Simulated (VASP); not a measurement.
OSZICAR of a VASP run on PbS (rock salt):

OSZICAR:
```
       N       E                     dE             d eps       ncg     rms          rms(c)
DAV:   1     0.167866555175E+03    0.16787E+03   -0.98772E+03   980   0.151E+03
DAV:   2     0.100652190719E+02   -0.15780E+03   -0.15475E+03  1028   0.362E+02
DAV:   3    -0.432196442277E+01   -0.14387E+02   -0.14288E+02  1318   0.109E+02
DAV:   4    -0.469655892468E+01   -0.37459E+00   -0.37432E+00  1062   0.209E+01
DAV:   5    -0.471049443032E+01   -0.13936E-01   -0.13935E-01  1444   0.406E+00    0.424E+00
DAV:   6    -0.413060271699E+01    0.57989E+00   -0.18963E+00  1454   0.100E+01    0.296E+00
DAV:   7    -0.413521151982E+01   -0.46088E-02   -0.15934E-01  1046   0.229E+00    0.184E+00
DAV:   8    -0.413889550308E+01   -0.36840E-02   -0.19415E-02  1052   0.190E+00    0.386E-01
DAV:   9    -0.413801141253E+01    0.88409E-03   -0.38696E-03  1498   0.677E-01    0.957E-02
DAV:  10    -0.413818707416E+01   -0.17566E-03   -0.39071E-04  1040   0.199E-01    0.534E-02
DAV:  11    -0.413819294847E+01   -0.58743E-05   -0.64701E-05  1324   0.115E-01    0.116E-02
DAV:  12    -0.413819328890E+01   -0.34043E-06   -0.34041E-06  1238   0.198E-02    0.171E-03
DAV:  13    -0.413819329004E+01   -0.11419E-08   -0.11623E-07   930   0.399E-03
   1 F= -.41381933E+01 E0= -.41381933E+01  d E =0.000000E+00
```

**Question.** Which electronic solver shows in the log?

**Answer.** It is blocked Davidson (ALGO = Normal, or the opening steps of other solvers). The INCAR had ALGO = Normal.

**Question.** Can the final energy be trusted as converged?

**Answer.** The calculation finished and met its thresholds. It stopped with EDIFF = 1E-7, NELM = 100 (optB88-vdW, plane waves, VASP's PBE PAW potentials (set 64)).

The compound is PbS in the rock salt structure. It was relaxed first.
